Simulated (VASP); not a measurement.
Given:

```xyz
3
Lattice="0.0000 3.0279 3.0279 3.0279 0.0000 3.0279 3.0279 3.0279 0.0000" Properties=species:S:1:pos:R:3 pbc="T T T"
Al     1.5140     1.5140     1.5140
Al     4.5419     4.5419     4.5419
Au     0.0000     0.0000     0.0000
```

All values below come from PBE GGA, VASP's PBE PAW potentials (set 64) (plane waves; VASP). Numerical set-up: 400 eV cut-off, 8×8×8 Γ-centred mesh, first-order Methfessel-Paxton smearing of 0.10 eV, potentials Al Au.

Unless said otherwise, spin-orbit coupling is left out, though it shifts the bands of the heavy elements here.

Problem. Predict the energy per atom (σ→0), band gap (on the k-mesh) with the smallest direct gap where there is one.

Solution. 
| Item | Value |
|---|---|
| band gap (on the k-mesh) | none (metal, semimetal or under 0.01 eV) |
| energy per atom (σ→0) | -4009 meV/atom |

The compound is AuAl2 in the fluorite structure. It was relaxed first. The start is the result of an earlier pass. The electron count is odd and the run is not spin-polarised, which forces a metal.
